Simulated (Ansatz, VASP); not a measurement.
## One calculation of B3O4, two programs

```
B O
1.0
    -3.19038    3.19038    3.19038
     3.19038   -3.19038    3.19038
     3.19038    3.19038   -3.19038
B O
6 8
Direct
  0.62500 0.75000 0.37500
  0.75000 0.37500 0.62500
  0.25000 0.12500 0.87500
  0.37500 0.62500 0.75000
  0.12500 0.87500 0.25000
  0.87500 0.25000 0.12500
  0.50000 0.00000 0.14150
  0.64150 0.50000 0.00000
  0.00000 0.64150 0.50000
  0.85850 0.85850 0.85850
  0.00000 0.14150 0.50000
  0.35850 0.35850 0.35850
  0.14150 0.50000 0.00000
  0.50000 0.00000 0.64150
```

Change from the starting cell: species swapped into the Pr4Bi3 type (I-43d, No. 220).

Alike in both runs: task single point; functional PBE; k mesh 4 × 4 × 4; occupations gaussian, width 0.1 eV; collinear spin.

```csv
,VASP,Ansatz
version,VASP 6.6.1,Ansatz 0.2.0
potentials or method,"VASP PAW PBE potentials, release 64 (B, O)","scalar-relativistic, plane waves, PAW"
plane-wave cutoff (eV),520,420
valence electrons in the cell,66,66
```

|  | VASP | Ansatz | Ansatz less VASP |
| --- | --- | --- | --- |
| gap on the k mesh at the Fermi level (eV) | none | none | - |
| rms of the force components (eV/Å) | 1.365 | 1.369 | +0.0039 |
| net moment per atom (μB) | 0.11 | 0.11 | 0.000 |
| size of the moment on the site where the two differ most (μB) | 0.05 | 0.06 | +0.006 |

Site moments also hang on the region over which each program counts them. Atom by atom the forces differ by 0.004 eV/Å (rms over components). A gap of «none» marks a metal or a gap that the smearing closes. The functional is the same, so the differences come from potentials, cutoffs and numerics.

Caveats: forces of over 1 eV/Å show positions far from the minimum, so gaps and moduli don't describe the material at rest.
